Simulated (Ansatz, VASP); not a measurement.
**Sn2SO: VASP beside Ansatz**

Wanted: the spread between two codes on one cell, functional and k mesh. The cell is taken from a series of runs on this material, whose earlier steps may have relaxed, scaled, displaced or heated it; both programs get it as it stands.

Program: Ansatz 0.2.0. Level of theory: plane waves, with VASP 6.6.1 beside it; PBE. Results are calculated unless marked as measured.

The structure was built from a prototype and need not be the compound's stable phase.

## (1) Set-up

The structure is triclinic, space group P1 (No. 1). Conventional cell: a = 3.673 Å, b = 4.630 Å, c = 5.937 Å, α = 95.25°, β = 107.76°, γ = 90.02°. Nearest to Sn lie 1 O at 2.14 Å and 2 S at 2.60 Å. Sn has 2 O at 2.22 Å and 1 S at 2.69 Å nearest. Nearest to S lie 3 Sn at 2.60 to 2.69 Å. Nearest to O lie 3 Sn at 2.14 to 2.22 Å. As first built, before any earlier steps moved the atoms or strained the cell (in the runner's words): half of the S replaced by O in the P-1 structure of SnS. Farther neighbours and most contacts between anions are not listed.

## (2) Ansatz: single point, PBE

Ansatz runs on its default PAW (the set named soft_2) files.

With cell and atoms fixed, the geometry can't cause a difference; cores, projectors, grids and the points listed under the comparison can.

Contents of input.yaml:

```yaml
crystal:
  lattice:
    - [4.6262328853, 0.0014121613, -0.1770696163]
    - [0.0021332411, 3.671009829, 0.1147507698]
    - [-0.3274182925, 1.6846518557, 5.6994863623]
  atoms:
    - { symbol: Sn, position: [0.8030792672, 0.6326608605, 0.7309126766] }
    - { symbol: Sn, position: [0.3904315104, 0.3839654739, 0.2362556381] }
    - { symbol: S, position: [0.184883612, 0.1660287909, 0.6655342746] }
    - { symbol: O, position: [0.6216056104, 0.8173448747, 0.3672974108] }
kpoints:
  mp_grid: { grid: [5, 7, 4] }
  band_path:
    path:
      - [[0.0, -0.5, -0.5], [0.0, 0.0, 0.0], [0.5, 0.0, 0.0]]
      - [[0.5, -0.5, -0.5], [0.0, 0.0, 0.0], [-0.5, 0.0, 0.5]]
      - [[-0.5, -0.5, 0.0], [0.0, 0.0, 0.0], [0.0, 0.0, 0.5]]
      - [[0.0, -0.5, 0.0], [0.0, 0.0, 0.0]]
    npoints: 8
scf:
  occupations: { method: fermi_dirac, width: 0.05 }
  n_extra_bands: 8
hamiltonian:
  xc: pbe
  pseudopotentials: { kind: paw }
output:
  forces: true
  stress: true
  populations: true
  write_bands: true
  write_density: true
  write_potential: true
  elf: true
  volumetric_format: npy
```

Run with:

```
$ ansatz run input.yaml --threads 4 --pin off --max-ram 8192MiB --backend cpu --events-out ev --progress --plain --runs-dir out
```

Numbers of over 12 decimals in the logs are rounded to 6 here.

Log:

```text
scf.n_extra_bands = 8 over 20 filled bands (N_el = 40.0): the run solves 28 bands
Engine: ansatz 0.2.0, aarch64-unknown-linux-gnu
Pseudopotentials: kind: paw
Pseudopotential: Sn, paw, valence charge 14, recommended cutoff 420 eV (normal), Sn.paw.azcp
Pseudopotential: S, paw, valence charge 6, recommended cutoff 420 eV (normal), S.paw.azcp
Pseudopotential: O, paw, valence charge 6, recommended cutoff 420 eV (normal), O.paw.azcp
Functional definition: PBE
  parameter kappa = 0.804
  parameter beta = 0.066725
  exchange = pbe_x(kappa = kappa, mu = beta*pi^2/3)
  correlation = pbe_c(beta = beta)
Crystal: 4 atoms, lattice volume = 95.686 Å³
Basis set: ecut = 420 eV, 1845 PW (Γ), exchange–correlation on 64×50×80 points (8 copies of the dense FFT grid, shifted against one another)
Bands: 28, of which v1, the nominal top of the filled ones, is band 20 counted from 1 (19 counted from 0)
Symmetry: 1 space group operations
Space group: P1 (ITA 1), of the structure as read, at distance tolerance 4.6e-5 Å
k-points: 71 of 140 (time reversal used)
Non-local potential: Sn, projectors of the file, l = 0: 2, l = 1: 2, l = 2: 2, l = 3: 2
Non-local potential: S, projectors of the file, l = 0: 2, l = 1: 2, l = 2: 2
Non-local potential: O, projectors of the file, l = 0: 2, l = 1: 2, l = 2: 1
PAW form: soft (Blöchl's): semilocal exchange-correlation on the pseudo side does not see the compensation charge
PAW one-centre angular grid: Sn, 590 points (default); XC on 64 Gauss nodes
PAW one-centre angular grid: S, 110 points (default); XC on 64 Gauss nodes
PAW one-centre angular grid: O, 110 points (default); XC on 64 Gauss nodes
Initial density: superposition of atomic densities (neutral atoms: chi_scale 0, normalization atom), corrected by the library's trained network
Initial wavefunctions: pseudopotential atomic-orbital guess
Functional: x = pbe(κ = 0.804, μ = 0.219515), c = pbe(β = 0.066725)
SCF iter   1: F=—  HF=-13518.496471 eV  |F-HF|=—  |Δ(HF+E_count)|=         —  Δρ=2.20e-3  dr2=5.58e-3  ethr=1.77e-3  ⟨swp⟩=7.1  Hψ=10178  notcnv=0  defer=23
preconditioner: auto → Resta (q_TF=auto, 2.359 Å⁻¹)  ε∞=2.7  [insulator: Δε(μ)=1.233 eV  Ē_g=18.529 eV  σ=0.050 eV  W_gap=1.00  n_scr=22 (ndim 8)  ℏωp=24.0 eV  f_vac=0.044  D(μ)=0.00/eV (n_scr^D=0)  ε∞_Penn≈2.7]
SCF iter   2: F=—  HF=-13518.494640 eV  |F-HF|=—  |Δ(HF+E_count)|=   1.83e-3  Δρ=1.23e-3  dr2=1.39e-3  ethr=1.39e-5  ⟨swp⟩=2.0  Hψ=3956  notcnv=0  defer=102
SCF iter   3: F=—  HF=-13518.494729 eV  |F-HF|=—  |Δ(HF+E_count)|=   8.95e-5  Δρ=7.41e-4  dr2=5.13e-4  ethr=3.47e-6  ⟨swp⟩=2.0  Hψ=2522  notcnv=0  defer=102
SCF iter   4: F=—  HF=-13518.494798 eV  |F-HF|=—  |Δ(HF+E_count)|=   6.92e-5  Δρ=2.98e-4  dr2=9.52e-5  ethr=1.28e-6  ⟨swp⟩=2.0  Hψ=2533  notcnv=0  defer=102
SCF iter   5: F=—  HF=-13518.494841 eV  |F-HF|=—  |Δ(HF+E_count)|=   4.29e-5  Δρ=9.30e-5  dr2=9.34e-6  ethr=2.38e-7  ⟨swp⟩=2.0  Hψ=2304  notcnv=0  defer=102
SCF iter   6: F=—  HF=-13518.494849 eV  |F-HF|=—  |Δ(HF+E_count)|=   7.85e-6  Δρ=2.41e-5  dr2=6.66e-7  ethr=2.34e-8  ⟨swp⟩=2.9  Hψ=3211  notcnv=0  defer=102
SCF iter   7: F=—  HF=-13518.494849 eV  |F-HF|=—  |Δ(HF+E_count)|=   5.12e-7  Δρ=8.81e-6  dr2=1.08e-7  ethr=1.66e-9  ⟨swp⟩=2.7  Hψ=3035  notcnv=0  defer=102
SCF iter   8: F=-13518.494850 eV  HF=-13518.494850 eV  |F-HF|=7.58e-9  |Δ(HF+E_count)|=   1.10e-7  Δρ=1.94e-6  dr2=4.17e-9  ethr=2.50e-10  ⟨swp⟩=14.1  Hψ=14049  notcnv=0
SCF 1 converged in 8 iterations: F = -13518.494850 eV  dr2 = 4.17e-9
  greatest PAW one-centre occupation: 0.993 electrons in one spin orbital (limit 2), on the Sn atom at site 1 (counted from 0), in its partial waves of l = 2
NSCF: frozen V_eff on 60 k-points
SCF converged after 8 iterations
Free energy (F): -13518.494850 eV
Harris-Foulkes:  -13518.494850 eV  (|F-HF|=7.58e-9)
Internal energy: -13518.494849 eV  (E = F + TS)
E sigma→0 (E₀):  -13518.494849 eV
Entropy (-TS):   -0.000000 eV (-0.000 meV/atom)
Fermi energy:    7.264820 eV
--- Per-component energies (eV) ---
  E_band       = -263.380357
  E_kinetic    = 651.147881
  E_local      = -2765.396573  (includes V_loc(G=0)·N_el)
  E_nonlocal   = 11.718309
  E_hartree    = 1478.830856
  E_xc         = -935.706405
  E_vxc        = -372.677874  (∫ρ·V_xc dr)
  E_paw        = -9027.738947  (= ΣΔE_a)
  E_vpaw       = -745.836464  (= ΣTr[D̂ρ^β])
  E_aug_tail   = 0.002380  (compensation charges beyond the density's cutoff)
  E_ewald      = -2931.352351
  E_smearing   = -0.000000  (= −TS)
  E_closure    = 0.000000  (closes the sum)
  Σ components = -13518.494850   (vs F -13518.494850, Δ=0.00e0)
--- Forces (eV/Å), atoms counted from 1 ---
  atom   1  Sn    -0.00240591     0.00084678     0.00019784
  atom   2  Sn    -0.00096414    -0.00551774    -0.00409790
  atom   3  S     -0.00059706     0.00638525     0.00862110
  atom   4  O      0.00398860    -0.00171381    -0.00471929
  max |Σ_I F_I| component: 2.15e-5 eV/Å
--- Stress (GPa, compression-positive) ---
        0.050535       0.000310      -0.009460
        0.000310      -0.066601      -0.042211
       -0.009461      -0.042211      -0.029398
  P = ⅓ Tr σ = -0.0152 GPa (-0.152 kbar)
--- Band table (eV; the first three rows and the last of 71) ---
  k-point 0: bands = [... 16 lower, 3.8293, 4.7654, 5.2366, 6.2776, 8.9892, 10.5347, 11.0550, 11.6978, ... 4 higher]
  k-point 1: bands = [... 16 lower, 3.7501, 4.9445, 5.2630, 6.4453, 8.6779, 10.5871, 11.0805, 11.2902, ... 4 higher]
  k-point 2: bands = [... 16 lower, 3.4128, 5.2884, 5.3850, 6.3571, 9.2247, 9.5794, 10.7186, 11.1951, ... 4 higher]
  k-point 70: bands = [... 16 lower, 4.0191, 4.9716, 5.3160, 5.9990, 8.7898, 10.1021, 11.0856, 11.3555, ... 4 higher]
--- Löwdin populations: 4 sites ---
  site symbol       q [e]
     0     Sn     13.4391
     1     Sn     13.2704
     2      S      6.3705
     3      O      6.7709
  spilling = 0.003729 (of n_electrons = 40.000000)
```

Reading the cycles: dr2 is the Hartree energy of the density residual (eV), the measure of convergence; HF is the Harris–Foulkes estimate of the energy, which meets the free energy F at convergence.

## (3) VASP: single point, PBE

The same cell, functional, mesh and smearing now go to VASP, with its own data sets.

Lines of VASP's logs that name or quote its potential files are left out, and so is its time.

Contents of INCAR:

```
SYSTEM = Sn2SO
PREC = Accurate
ENCUT = 600
EDIFF = 1E-06
NELM = 120
ISMEAR = -1
SIGMA = 0.05
LREAL = .FALSE.
ALGO = Normal
GGA = PE
NBANDS = 26
LORBIT = 11
LWAVE = .FALSE.
LCHARG = .FALSE.
ISIF = 2
LASPH = .TRUE.
GGA_COMPAT = .FALSE.
EFERMI = MIDGAP
```

Contents of POSCAR:

```
Sn2SO
1.0
    4.6262328853      0.0014121613     -0.1770696163
    0.0021332411      3.6710098290      0.1147507698
   -0.3274182925      1.6846518557      5.6994863623
Sn S O
2 1 1
Direct
    0.8030792672      0.6326608605      0.7309126766
    0.3904315104      0.3839654739      0.2362556381
    0.1848836120      0.1660287909      0.6655342746
    0.6216056104      0.8173448747      0.3672974108
```

Contents of KPOINTS:

```
Automatic mesh
0
Gamma
5 7 4
0 0 0
```

PAW data sets: Sn_d, S and O (PBE family, release 64).

Run with:

```
$ mpirun -np 1 vasp_std
```

Log:

```text
[banner, memory and clock lines left out]
running    1 mpi-ranks, on    1 nodes
 distrk:  each k-point on    1 cores,    1 groups
 distr:  one band on    1 cores,    1 groups

 POSCAR found type information on POSCAR SnS O
 POSCAR found :  3 types and       4 ions
 LDA part: xc-table for (Slater+PW92), standard interpolation
 POSCAR, INCAR and KPOINTS ok, starting setup
 FFT: planning ... GRIDC
 FFT: planning ... GRID_SOFT
 FFT: planning ... GRID
 WAVECAR not read
 entering main loop
       N       E                     dE             d eps       ncg     rms          rms(c)
DAV:   1     0.417228705761E+03    0.41723E+03   -0.21805E+04  3738   0.228E+03
DAV:   2     0.444688590648E+02   -0.37276E+03   -0.36444E+03  3764   0.547E+02
DAV:   3    -0.189691144251E+02   -0.63438E+02   -0.62183E+02  4548   0.191E+02
DAV:   4    -0.222594229528E+02   -0.32903E+01   -0.32740E+01  4236   0.460E+01
DAV:   5    -0.223447585336E+02   -0.85336E-01   -0.85231E-01  4526   0.800E+00    0.104E+01
DAV:   6    -0.199290995741E+02    0.24157E+01   -0.11390E+01  5494   0.359E+01    0.555E+00
DAV:   7    -0.198354572936E+02    0.93642E-01   -0.21598E+00  4022   0.923E+00    0.342E+00
DAV:   8    -0.198472878914E+02   -0.11831E-01   -0.55698E-01  3972   0.433E+00    0.149E+00
DAV:   9    -0.198343809006E+02    0.12907E-01   -0.10997E-01  6178   0.277E+00    0.461E-01
DAV:  10    -0.198349557192E+02   -0.57482E-03   -0.23741E-02  4030   0.115E+00    0.129E-01
DAV:  11    -0.198352906452E+02   -0.33493E-03   -0.23552E-03  4298   0.298E-01    0.768E-02
DAV:  12    -0.198354308758E+02   -0.14023E-03   -0.38372E-04  4580   0.115E-01    0.198E-02
DAV:  13    -0.198354351729E+02   -0.42970E-05   -0.28971E-05  5246   0.500E-02    0.137E-02
DAV:  14    -0.198354383850E+02   -0.32122E-05   -0.87887E-06  3408   0.191E-02    0.899E-03
DAV:  15    -0.198354376628E+02    0.72222E-06   -0.26191E-06  3062   0.147E-02
   1 F= -.19835438E+02 E0= -.19835438E+02  d E =-.237457E-06
```

From OUTCAR (step 3):

```text
ion  position               nearest neighbor table
   1  0.803  0.633  0.731-   4 2.14   3 2.60   3 2.60   2 3.59   2 3.72   2 3.72   2 3.75
   2  0.390  0.384  0.236-   4 2.22   4 2.22   3 2.69   1 3.59   1 3.72   1 3.72   1 3.75
   3  0.185  0.166  0.666-   1 2.60   1 2.60   2 2.69
   4  0.622  0.817  0.367-   1 2.14   2 2.22   2 2.22

  LATTYP: Found a triclinic cell.
 ALAT       =     5.9522600252
 B/A-ratio  =     0.6170435215
 C/A-ratio  =     0.7777920523
 COS(alpha) =     0.0003096944
 COS(beta)  =     0.0915036870
 COS(gamma) =     0.3127736583

 Subroutine GETGRP returns: Found  1 space group operations
 (whereof  1 operations were pure point group operations)

The static configuration has the point symmetry C_1 .

 Found     71 irreducible k-points:

   k-points           NKPTS =     71   k-points in BZ     NKDIM =     71   number of bands    NBANDS=     26

   dimension x,y,z NGX =    40 NGY =   30 NGZ =   48
   dimension x,y,z NGXF=    80 NGYF=   60 NGZF=   96

   ENCUT  =  600.0 eV  44.10 Ry    6.64 a.u.   9.25  7.34 11.89*2*pi/ulx,y,z

   NELECT =      40.0000    total number of electrons

 k-points in reciprocal lattice and weights: Automatic mesh
   0.00000000  0.00000000  0.00000000       0.007
   0.20000000 -0.00000000 -0.00000000       0.014
   0.40000000 -0.00000000  0.00000000       0.014
   0.00000000  0.14285714  0.00000000       0.014
   0.20000000  0.14285714  0.00000000       0.014
   0.40000000  0.14285714  0.00000000       0.014
  -0.40000000  0.14285714  0.00000000       0.014
  -0.20000000  0.14285714  0.00000000       0.014
   0.00000000  0.28571429  0.00000000       0.014
[...]
-0.40000000  0.42857143  0.50000000       0.014
  -0.20000000  0.42857143  0.50000000       0.014

 average (electrostatic) potential at core
       1-101.7855       2-101.9090       3 -86.2863       4 -70.3742

 E-fermi :   5.1915

 k-point     1 :       0.0000    0.0000    0.0000
  band No.  band energies     occupation
    ...
     16       0.9788      2.00000
     17       1.7425      2.00000
     18       2.6849      2.00000
     19       3.1525      2.00000
     20       4.2071      2.00000
     21       6.9017      0.00000
     22       8.4513      0.00000
     23       8.9736      0.00000
     24       9.6183      0.00000
     25       9.9008      0.00000
    ...

 k-point     2 :       0.2000   -0.0000   -0.0000
  band No.  band energies     occupation
    ...
     16       1.0139      2.00000
     17       1.9859      2.00000
     18       2.9773      2.00000
     19       3.2073      2.00000
     20       4.0758      2.00000
     21       6.6929      0.00000
     22       7.9275      0.00000
     23       9.1174      0.00000
     24       9.6656      0.00000
     25       9.9980      0.00000
    ...

 k-point     3 :       0.4000   -0.0000    0.0000
  band No.  band energies     occupation
    ...
     16       1.0716      2.00000
     17       2.0148      2.00000
     18       3.1230      2.00000
     19       3.3023      2.00000
     20       4.2278      2.00000
     21       6.4433      0.00000
     22       7.5082      0.00000
     23       9.0256      0.00000
     24       9.2519      0.00000
     25      10.8234      0.00000
    ...

  Total        0.0275602     -0.0111181      0.0335144     -0.0010336     -0.0258243      0.0419931
  in kB        0.4614705     -0.1861619      0.5611683     -0.0173073     -0.4324040      0.7031362
  external PRESSURE =       0.2788257 kB  Pullay stress =       0.0000000 kB

  energy-cutoff  :      600.00
  volume of cell :       95.69
      direct lattice vectors                 reciprocal lattice vectors
     4.626232885  0.001412161 -0.177069616     0.216640981 -0.000519718  0.012598989
     0.002133241  3.671009829  0.114750770    -0.003201603  0.274952621 -0.081454306
    -0.327418292  1.684651856  5.699486362     0.006794985 -0.005551913  0.177485790

 POSITION                                       TOTAL-FORCE (eV/Angst)
 -----------------------------------------------------------------------------------
      3.47727      3.55497      4.09622         0.011179     -0.000512      0.044113
      1.72969      1.80810      1.32146        -0.031213     -0.004684     -0.039243
      0.63776      1.73095      3.77952         0.002030      0.006344      0.010040
      2.75718      3.62013      2.07713         0.018003     -0.001149     -0.014911
 -----------------------------------------------------------------------------------
    total drift:                                0.000555     -0.000122     -0.000212

  FREE ENERGIE OF THE ION-ELECTRON SYSTEM (eV)
  ---------------------------------------------------
  free  energy   TOTEN  =       -19.8354376628 eV

  energy  without entropy=      -19.8354374254  energy(sigma->0) =      -19.83543754

 total charge
# of ion       s       p       d       tot
------------------------------------------
    1        1.289   0.819  10.034  12.142
    2        1.328   0.707  10.025  12.060
    3        1.351   2.359   0.000   3.709
    4        1.574   3.382   0.000   4.956
--------------------------------------------------
tot          5.542   7.266  20.059  32.867

[... 3 further parts left out ...]
```

The run ends at a pressure of 0.03 GPa, with forces up to 0.050 eV/Å.

## (4) Side by side

Known differences besides the potentials themselves: the cutoff is 420 eV in Ansatz and 600 eV in VASP. Total energies have different zeros and are not compared.

Compared:

| quantity | Ansatz | VASP | difference |
| --- | --- | --- | --- |
| pressure (GPa) | -0.02 | 0.03 | -0.04 |
| gap on the k mesh (eV) | 1.230 | 1.220 | +0.010 |

Forces (eV/Å; atoms numbered as in POSCAR):

| atom | Ansatz x, y, z | VASP x, y, z |
| --- | --- | --- |
| Sn1 | -0.002, 0.001, 0.000 | 0.011, -0.001, 0.044 |
| Sn2 | -0.001, -0.006, -0.004 | -0.031, -0.005, -0.039 |
| S3 | -0.001, 0.006, 0.009 | 0.002, 0.006, 0.010 |
| O4 | 0.004, -0.002, -0.005 | 0.018, -0.001, -0.015 |

The forces differ by 20 meV/Å r.m.s., where the r.m.s. force is 0.004 eV/Å in Ansatz and 0.021 eV/Å in VASP: the atoms lie near their places of rest in Ansatz, so a percentage would say little (all taken over all components). A gap on the mesh is an upper bound, since the band edges may lie between its points.

## (5) Summary of results

| Quantity | Value |
| --- | --- |
| r.m.s. force difference (single point, PBE) | 20 meV/Å |

What this shows: The r.m.s. force difference is 20 meV/Å (single point, PBE), beyond the 12 meV/Å picked in this series as the mark of a large difference. What causes the difference of the single point, PBE pair stays open here. How closely two codes agree says nothing of how well the functional describes the real material.

[Lines on the potential files, build, host, timing and source positions are cut from VASP's logs without a mark.]

[Logs are printed without paths, hosts, clocks, repeated set-up lines and the standing remarks that a program may print on its own settings, such as how far it seeks lower states.]

[Hosts, paths, dates, database ids (printed as entryN), source tags and the programs' standing remarks are cut or masked in the printed files.]
